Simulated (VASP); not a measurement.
# Au: Au into a neighbouring Au vacancy, part 4 of 4

How hard is this move in Au: Au into a neighbouring Au vacancy? Both ends are relaxed first, then a band of images between them.

VASP 6.6.1; PBEsol; plane waves and PAW (Au).

So far. Step 3 (Relax the start): The run ended after 9 ionic steps, 0.188 eV below its first step, once the forces on the free atoms met EDIFFG = -0.05. Step 4 (Relax the end): The run ended after 6 ionic steps, 0.173 eV below its first step, once the forces on the free atoms met EDIFFG = -0.05.

**5. Nudged elastic band**

Images on a straight line between the ends relax across the path, while springs keep them spaced along it.

Contents of INCAR:

```
SYSTEM = Au
PREC = Normal
ENCUT = 280
EDIFF = 1E-05
NELM = 120
ISMEAR = 1
SIGMA = 0.15
LREAL = Auto
ALGO = Fast
GGA = PS
NBANDS = 198
LASPH = .TRUE.
LWAVE = .FALSE.
LCHARG = .FALSE.
NCORE = 2
IMAGES = 3
SPRING = -5
IBRION = 1
POTIM = 0.3
NSW = 50
EDIFFG = -0.05
ISYM = 0
ISIF = 0
```

Contents of POSCAR:

```
Au
1.0
    8.1519547396      0.0000000000      0.0000000000
    0.0000000000      8.1519547396      0.0000000000
    0.0000000000      0.0000000000      8.1519547396
Au
31
Direct
    0.7456427896      0.2468911511      0.9996594037
    0.7440477996      0.0008732312      0.2450251235
    0.9998011805      0.0001961939      0.0003707953
    0.2547044134      0.2458577164      0.9993279859
    0.4997606129      0.5003090706      0.9990084558
    0.7466770596      0.7531776676      0.0001716858
    0.2538797219      0.9992404148      0.2456615598
    0.4988266653      0.2459897180      0.2466706233
    0.7472222199      0.4992797585      0.2483283679
    0.5002714502      0.0000198632      0.5006656429
    0.7497984589      0.2486405417      0.4999358973
    0.7475053045      0.0000758802      0.7544803777
    0.9997773316      0.4991715768      0.9999625525
    0.2530754482      0.7528554247      0.9995089328
    0.0000812165      0.2482416248      0.2483744902
    0.2514966042      0.5001529315      0.2482095765
    0.4995999819      0.7542628012      0.2457364523
    0.9999252282      0.9991529675      0.4991989970
    0.2512471191      0.2481549340      0.4999843331
    0.5000431161      0.5002511004      0.5000093108
    0.7490801026      0.7513840613      0.4994772883
    0.2538154347      0.9997028302      0.7546109533
    0.5008071634      0.2462298692      0.7528690132
    0.7495816701      0.5007314263      0.7504048691
    0.9987333152      0.7507762871      0.2482433174
    0.0004450971      0.4997910898      0.4982751363
    0.2514176306      0.7509881161      0.5000034009
    0.0007562125      0.2486906744      0.7508699176
    0.2516756449      0.4999715419      0.7506220543
    0.5005361763      0.7550828430      0.7543526805
    0.0003789786      0.7509025976      0.7507705423
```

Contents of KPOINTS:

```
Automatic mesh
0
Monkhorst-Pack
2 2 2
0 0 0
```

Contents of 00/POSCAR:

```
Au
1.0
    8.1519547396      0.0000000000      0.0000000000
    0.0000000000      8.1519547396      0.0000000000
    0.0000000000      0.0000000000      8.1519547396
Au
31
Direct
    0.7456427896      0.2468911511      0.9996594037
    0.7440477996      0.0008732312      0.2450251235
    0.9998011805      0.0001961939      0.0003707953
    0.2547044134      0.2458577164      0.9993279859
    0.4997606129      0.5003090706      0.9990084558
    0.7466770596      0.7531776676      0.0001716858
    0.2538797219      0.9992404148      0.2456615598
    0.4988266653      0.2459897180      0.2466706233
    0.7472222199      0.4992797585      0.2483283679
    0.5002714502      0.0000198632      0.5006656429
    0.7497984589      0.2486405417      0.4999358973
    0.7475053045      0.0000758802      0.7544803777
    0.9997773316      0.4991715768      0.9999625525
    0.2530754482      0.7528554247      0.9995089328
    0.0000812165      0.2482416248      0.2483744902
    0.2514966042      0.5001529315      0.2482095765
    0.4995999819      0.7542628012      0.2457364523
    0.9999252282      0.9991529675      0.4991989970
    0.2512471191      0.2481549340      0.4999843331
    0.5000431161      0.5002511004      0.5000093108
    0.7490801026      0.7513840613      0.4994772883
    0.2538154347      0.9997028302      0.7546109533
    0.5008071634      0.2462298692      0.7528690132
    0.7495816701      0.5007314263      0.7504048691
    0.9987333152      0.7507762871      0.2482433174
    0.0004450971      0.4997910898      0.4982751363
    0.2514176306      0.7509881161      0.5000034009
    0.0007562125      0.2486906744      0.7508699176
    0.2516756449      0.4999715419      0.7506220543
    0.5005361763      0.7550828430      0.7543526805
    0.0003789786      0.7509025976      0.7507705423
```

Contents of 01/POSCAR:

```
Au
1.0
    8.1519547396      0.0000000000      0.0000000000
    0.0000000000      8.1519547396      0.0000000000
    0.0000000000      0.0000000000      8.1519547396
Au
31
Direct
    0.6850867454      0.1861911731      0.9991031293
    0.7454780676      0.0015585066      0.2446694966
    0.9991339437      0.0010482171     -0.0000899283
    0.2533737564      0.2468857184      0.9993769254
    0.5008803610      0.4992264630      0.9990433070
    0.7478431759      0.7526384654     -0.0002628402
    0.2532052106      0.9996904224      0.2463993506
    0.5002274968      0.2469384368      0.2460179719
    0.7479763553      0.4986852138      0.2475936701
    0.5008630933      0.0002329730      0.4999491144
    0.7498030126      0.2492726529      0.4996921869
    0.7480587193      0.0012406812      0.7540149677
    0.9988810225      0.4985456932      1.0000554640
    0.2524513379      0.7522945973      0.9995786291
   -0.0009901067      0.2485030001      0.2476682146
    0.2511141337      0.4997434483      0.2480270072
    0.5004469750      0.7530292028      0.2459422083
    0.9994782566      0.9998636558      0.4991523663
    0.2508606537      0.2487909377      0.4996318614
    0.5003665705      0.4998966618      0.4997844528
    0.7494533765      0.7509142117      0.4996706195
    0.2528981026      1.0004918151      0.7531283070
    0.5013093568      0.2473537984      0.7525243219
    0.7497113798      0.4997148591      0.7513186022
    0.9988881891      0.7508099761      0.2485074602
    0.0001446884      0.4996108317      0.4986217201
    0.2514825427      0.7505592421      0.4997126270
   -0.0006466044      0.2491794520      0.7515196496
    0.2510754164      0.4996104028      0.7509437582
    0.5005178180      0.7539037839      0.7533416330
    0.0003977936      0.7509760775      0.7507565526
```

Contents of 02/POSCAR:

```
Au
1.0
    8.1519547396      0.0000000000      0.0000000000
    0.0000000000      8.1519547396      0.0000000000
    0.0000000000      0.0000000000      8.1519547396
Au
31
Direct
    0.6245307012      0.1254911951      0.9985468550
    0.7469083356      0.0022437821      0.2443138697
    0.9984667069      0.0019002403     -0.0005506520
    0.2520430995      0.2479137204      0.9994258649
    0.5020001092      0.4981438554      0.9990781582
    0.7490092922      0.7520992631     -0.0006973661
    0.2525306994      1.0001404300      0.2471371414
    0.5016283282      0.2478871557      0.2453653204
    0.7487304906      0.4980906690      0.2468589722
    0.5014547363      0.0004460827      0.4992325860
    0.7498075662      0.2499047642      0.4994484764
    0.7486121341      0.0024054823      0.7535495578
    0.9979847134      0.4979198095      1.0001483756
    0.2518272276      0.7517337699      0.9996483254
   -0.0020614300      0.2487643754      0.2469619391
    0.2507316632      0.4993339651      0.2478444380
    0.5012939681      0.7517956044      0.2461479643
    0.9990312849      1.0005743441      0.4991057356
    0.2504741882      0.2494269414      0.4992793896
    0.5006900249      0.4995422232      0.4995595947
    0.7498266504      0.7504443621      0.4998639506
    0.2519807704      1.0012808000      0.7516456607
    0.5018115503      0.2484777276      0.7521796305
    0.7498410895      0.4986982918      0.7522323352
    0.9990430630      0.7508436652      0.2487716030
   -0.0001557203      0.4994305736      0.4989683038
    0.2515474548      0.7501303681      0.4994218532
   -0.0020494214      0.2496682297      0.7521693816
    0.2504751880      0.4992492636      0.7512654621
    0.5004994597      0.7527247248      0.7523305854
    0.0004166087      0.7510495574      0.7507425629
```

Contents of 03/POSCAR:

```
Au
1.0
    8.1519547396      0.0000000000      0.0000000000
    0.0000000000      8.1519547396      0.0000000000
    0.0000000000      0.0000000000      8.1519547396
Au
31
Direct
    0.5639746571      0.0647912171      0.9979905806
    0.7483386037      0.0029290576      0.2439582428
    0.9977994701      0.0027522636     -0.0010113756
    0.2507124425      0.2489417224      0.9994748044
    0.5031198573      0.4970612479      0.9991130093
    0.7501754086      0.7515600608     -0.0011318921
    0.2518561882      1.0005904376      0.2478749321
    0.5030291597      0.2488358746      0.2447126690
    0.7494846260      0.4974961242      0.2461242744
    0.5020463794      0.0006591924      0.4985160576
    0.7498121199      0.2505368754      0.4992047660
    0.7491655489      0.0035702834      0.7530841478
    0.9970884043      0.4972939258      1.0002412872
    0.2512031173      0.7511729425      0.9997180216
   -0.0031327532      0.2490257508      0.2462556636
    0.2503491927      0.4989244820      0.2476618688
    0.5021409613      0.7505620060      0.2463537203
    0.9985843132      1.0012850324      0.4990591050
    0.2500877228      0.2500629452      0.4989269178
    0.5010134793      0.4991877845      0.4993347366
    0.7501999244      0.7499745124      0.5000572818
    0.2510634382      1.0020697850      0.7501630144
    0.5023137437      0.2496016568      0.7518349392
    0.7499707992      0.4976817246      0.7531460683
    0.9991979369      0.7508773542      0.2490357459
   -0.0004561291      0.4992503156      0.4993148876
    0.2516123670      0.7497014941      0.4991310794
   -0.0034522383      0.2501570074      0.7528191136
    0.2498749595      0.4988881244      0.7515871661
    0.5004811013      0.7515456656      0.7513195379
    0.0004354238      0.7511230372      0.7507285732
```

Contents of 04/POSCAR:

```
Au
1.0
    8.1519547396      0.0000000000      0.0000000000
    0.0000000000      8.1519547396      0.0000000000
    0.0000000000      0.0000000000      8.1519547396
Au
31
Direct
    0.5034186129      0.0040912391      0.9974343063
    0.7497688717      0.0036143330      0.2436026159
    0.9971322333      0.0036042868     -0.0014720993
    0.2493817855      0.2499697244      0.9995237439
    0.5042396054      0.4959786403      0.9991478605
    0.7513415249      0.7510208586     -0.0015664180
    0.2511816769      1.0010404452      0.2486127229
    0.5044299912      0.2497845934      0.2440600176
    0.7502387613      0.4969015795      0.2453895766
    0.5026380225      0.0008723022      0.4977995291
    0.7498166736      0.2511689866      0.4989610556
    0.7497189637      0.0047350844      0.7526187378
    0.9961920952      0.4966680422      1.0003341987
    0.2505790070      0.7506121151      0.9997877179
   -0.0042040764      0.2492871261      0.2455493880
    0.2499667222      0.4985149988      0.2474792995
    0.5029879544      0.7493284076      0.2465594763
    0.9981373416      1.0019957207      0.4990124743
    0.2497012574      0.2506989489      0.4985744461
    0.5013369337      0.4988333459      0.4991098786
    0.7505731983      0.7495046628      0.5002506130
    0.2501461061      1.0028587699      0.7486803681
    0.5028159372      0.2507255860      0.7514902479
    0.7501005089      0.4966651574      0.7540598014
    0.9993528108      0.7509110432      0.2492998887
   -0.0007565378      0.4990700575      0.4996614714
    0.2516772791      0.7492726201      0.4988403055
   -0.0048550553      0.2506457850      0.7534688456
    0.2492747310      0.4985269853      0.7519088700
    0.5004627430      0.7503666065      0.7503084904
    0.0004542388      0.7511965171      0.7507145835
```

PAW data sets: Au (PBE family, release 64).

Run with:

```sh
$ mpirun -np 6 vasp_std
```

What it wrote:

```text
[banner, memory and clock lines left out]
running    6 mpi-ranks, on    1 nodes
 each image running on    2 cores
 distrk:  each k-point on    2 cores,    1 groups
 distr:  one band on    2 cores,    1 groups

 POSCAR found type information on POSCAR Au
 01/POSCAR found :  1 types and      31 ions
 [... a notice as in an earlier step ...]

 LDA part: xc-table for (Slater+PW92), standard interpolation
 POSCAR found type information on POSCAR Au
 00/POSCAR found :  1 types and      31 ions
 POSCAR found type information on POSCAR Au
 04/POSCAR found :  1 types and      31 ions
 POSCAR, INCAR and KPOINTS ok, starting setup
 FFT: planning ... GRIDC
 FFT: planning ... GRID_SOFT
 FFT: planning ... GRID
 WAVECAR not read
 entering main loop
       N       E                     dE             d eps       ncg     rms          rms(c)
DAV:   1     0.164892388543E+04    0.16489E+04   -0.12109E+05  1584   0.102E+03
DAV:   2    -0.560728090678E+02   -0.17050E+04   -0.16224E+04  1688   0.277E+02
DAV:   3    -0.127651684163E+03   -0.71579E+02   -0.68937E+02  1720   0.515E+01
DAV:   4    -0.129057182522E+03   -0.14055E+01   -0.13950E+01  1696   0.702E+00
DAV:   5    -0.129089249659E+03   -0.32067E-01   -0.32002E-01  1744   0.975E-01    0.531E+01
RMM:   6    -0.119585262734E+03    0.95040E+01   -0.24645E+01  1584   0.123E+01    0.335E+01
RMM:   7    -0.119139766875E+03    0.44550E+00   -0.63243E+00  1584   0.538E+00    0.126E+01
RMM:   8    -0.119026374730E+03    0.11339E+00   -0.13835E+00  1584   0.276E+00    0.270E+00
RMM:   9    -0.118979631745E+03    0.46743E-01   -0.12308E-01  1584   0.739E-01    0.715E-01
RMM:  10    -0.118981278828E+03   -0.16471E-02   -0.25954E-02  1593   0.225E-01    0.308E-01
RMM:  11    -0.118981608304E+03   -0.32948E-03   -0.37091E-03  1595   0.102E-01    0.218E-01
RMM:  12    -0.118981702039E+03   -0.93736E-04   -0.14617E-03  1669   0.546E-02    0.615E-02
RMM:  13    -0.118981729839E+03   -0.27800E-04   -0.27079E-04  1639   0.241E-02    0.204E-02
RMM:  14    -0.118981731085E+03   -0.12458E-05   -0.39731E-05  1057   0.116E-02
   1 F= -.11898173E+03 E0= -.11895686E+03  d E =-.118982E+03
 BRION: g(F)=  0.124E+01 g(S)=  0.000E+00
 bond charge predicted
       N       E                     dE             d eps       ncg     rms          rms(c)
DAV:   1    -0.119138649669E+03   -0.15692E+00   -0.44838E+01  1608   0.126E+01    0.124E+00
RMM:   2    -0.119172045216E+03   -0.33396E-01   -0.34114E-01  1584   0.160E+00    0.708E-01
RMM:   3    -0.119174279868E+03   -0.22347E-02   -0.43661E-02  1584   0.561E-01    0.325E-01
RMM:   4    -0.119174242271E+03    0.37597E-04   -0.79046E-03  1592   0.209E-01    0.102E-01
RMM:   5    -0.119174308915E+03   -0.66644E-04   -0.17419E-03  1620   0.950E-02    0.579E-02
RMM:   6    -0.119174315155E+03   -0.62401E-05   -0.42025E-04  1668   0.400E-02    0.195E-02
RMM:   7    -0.119174320384E+03   -0.52283E-05   -0.79977E-05  1454   0.176E-02
   2 F= -.11917432E+03 E0= -.11915068E+03  d E =-.192589E+00
[... from here on, the cycles between the ionic steps are left out ...]
   3 F= -.11930624E+03 E0= -.11928477E+03  d E =-.131917E+00
   4 F= -.11933683E+03 E0= -.11931620E+03  d E =-.305904E-01
   5 F= -.11936490E+03 E0= -.11934522E+03  d E =-.280726E-01
   6 F= -.11937721E+03 E0= -.11935795E+03  d E =-.123078E-01
   7 F= -.11938371E+03 E0= -.11936462E+03  d E =-.649693E-02
   8 F= -.11938684E+03 E0= -.11936777E+03  d E =-.313770E-02
   9 F= -.11938912E+03 E0= -.11937002E+03  d E =-.227970E-02
  10 F= -.11939110E+03 E0= -.11937197E+03  d E =-.197839E-02
 BRION: g(F)=  0.190E-02 g(S)=  0.000E+00 retain N=  1 mean eig= 7.83
 eig:   7.825
 bond charge predicted
       N       E                     dE             d eps       ncg     rms          rms(c)
DAV:   1    -0.119391775850E+03   -0.67512E-03   -0.15316E+00  1584   0.235E+00    0.821E-02
RMM:   2    -0.119392880048E+03   -0.11042E-02   -0.11042E-02  1584   0.299E-01    0.511E-02
RMM:   3    -0.119393005880E+03   -0.12583E-03   -0.16674E-03  1593   0.108E-01    0.451E-02
RMM:   4    -0.119392972400E+03    0.33480E-04   -0.24218E-04  1582   0.368E-02    0.355E-02
RMM:   5    -0.119392943441E+03    0.28959E-04   -0.23234E-04  1586   0.321E-02    0.157E-02
RMM:   6    -0.119392944554E+03   -0.11128E-05   -0.24069E-05   931   0.122E-02
  11 F= -.11939294E+03 E0= -.11937380E+03  d E =-.184339E-02
 BRION: g(F)=  0.150E-02 g(S)=  0.000E+00 retain N=  1 mean eig= 7.56
 eig:   7.558
 reached required accuracy - stopping structural energy minimisation
```

It took 7.5 min on 6 MPI ranks of Intel Xeon Platinum 8259CL at 2.50GHz (Skylake/Cascade Lake), shared host; peak memory 1.4 GiB; 44 min of CPU time.

From OUTCAR (step 5):

```text
   NELECT =     341.0000    total number of electrons

  tangential force (eV/A)        -0.449903
  left and right image   0.757272  0.754538 A

  tangential force (eV/A)        -0.451290
  left and right image   0.759678  0.757618 A

 E-fermi :   8.9122

 k-point     1 :       0.2500    0.2500    0.2500
  band No.  band energies     occupation
    ...
    167       8.6457      2.03072
    168       8.6494      2.03269
    169       8.8324      1.77429
    170       8.8627      1.52649
    171       8.8814      1.33914
    172       8.9756      0.35067
    173       9.2385     -0.00872
    174       9.3520     -0.00027
    175       9.3610     -0.00020
    176      10.0812     -0.00000
    ...

 POSITION                                       TOTAL-FORCE (eV/Angst)
 -----------------------------------------------------------------------------------
      5.61615      1.54377      8.14709         0.304474      0.300525     -0.000001
      6.13313     -0.06682      2.11568        -0.051083      0.023366     -0.045705
      8.09966      0.02664      8.14753         0.034928     -0.038257      0.004423
      2.10432      1.97640      8.14735        -0.007598     -0.029129      0.003453
      4.10235      4.02346      8.14692        -0.039368      0.034439      0.004713
      6.05659      6.17796      8.14685        -0.030962     -0.002963      0.000155
      2.04174      8.14543      1.98507        -0.008451     -0.007909      0.029988
      4.00942      2.05657      2.11831         0.022022     -0.048098     -0.046443
      6.10652      4.03375      1.97578        -0.017183      0.004894      0.020331
      4.05823     -0.01989      4.07172        -0.011793     -0.009096     -0.000221
      6.10640      2.03125      4.07295        -0.009570     -0.010966     -0.002986
      6.13431     -0.06507      6.02706        -0.046494      0.019636      0.043981
      8.10295      4.02478     -0.00440         0.017749      0.020309     -0.000754
      2.09745      6.17397      8.14700        -0.004623     -0.005968     -0.000717
      8.11025      2.02880      1.97655         0.005666     -0.013781      0.019133
      2.00333      4.08703      1.99675         0.006815     -0.032940     -0.002500
      4.07184      6.11575      1.98358        -0.008166     -0.006983      0.028363
      8.18604      8.14286      4.07054        -0.037518     -0.029080     -0.002519
      1.99023      2.03652      4.06990         0.016970     -0.005257      0.002186
      4.06795      4.11211      4.07067        -0.028189     -0.041063      0.000934
      6.11307      6.06824      4.07167        -0.005865      0.016064     -0.001374
      2.04026     -0.00520      6.15513        -0.009159     -0.004800     -0.026666
      4.00811      2.05839      6.02465         0.028692     -0.051692      0.045810
      6.10650      4.03516      6.16735        -0.018572      0.001081     -0.020323
[...]
-----------------------------------------------------------------------------------
    total drift:                               -0.031072     -0.029712     -0.015265

  FREE ENERGIE OF THE ION-ELECTRON SYSTEM (eV)
  ---------------------------------------------------
  free  energy   TOTEN  =      -119.3929445537 eV

  energy  without entropy=     -119.3355203491  energy(sigma->0) =     -119.37380315

  tangential force (eV/A)        -0.454860
  left and right image   0.761621  0.760365 A

[... 6 parts as in an earlier step ...]

[... 6 further parts left out ...]
```

Images along the path:

```
image  path (A)  energy (eV)     Au1: x, y, z (Å)
    0     0.000       0.0000  6.078, 2.013, 8.149
    1     0.762       0.2435  5.616, 1.544, 8.147
    2     1.522       0.4452  5.091, 1.022, 8.145
    3     2.282       0.2418  4.570, 0.497, 8.146
    4     3.044       0.0016  4.104, 0.033, 8.131
```

This step gave:

```yaml
electronic_cycles: 80
path_length: 3.044 Å
barrier: 0.4452 eV
barrier_in_the_reverse_direction: 0.4436 eV
barrier_from_a_spline_through_the_images: 0.4452 eV
reaction_energy: 0.001641 eV
```

What the program prints for this run, and its count of cycles, belong to image 1; the force that counts for the threshold is the band's, across the path.

**6. Summary of results**

```
hop                                      : Au into a neighbouring Au vacancy
barrier                                  : 0.445 eV
barrier in the reverse direction         : 0.444 eV
barrier from a spline through the images : 0.445 eV
reaction energy                          : 0.00164 eV
path length                              : 3.04 Å
```

What this shows: The barrier is 0.45 eV forwards and 0.44 eV backwards. With an attempt frequency of 10¹³ per second, taken as a typical value, this barrier gives about 10^6 hops a second at 300 K. Both ends are alike and an image sits at the midpoint, which is the saddle if the path is symmetric. The band met its force threshold after 11 steps. Cell and mesh are small and were not tested. The band started on a straight line, so other routes may lie lower.

[Lines on the potential files, build, host, timing and source positions are cut from VASP's logs without a mark.]

[Logs are printed without paths, hosts, clocks, repeated set-up lines and the standing remarks that a program may print on its own settings, such as how far it seeks lower states.]

[Hosts, paths, dates, database ids (printed as entryN), source tags and the programs' standing remarks are cut or masked in the printed files.]

[Runs that stopped without an error message from VASP are left out.]
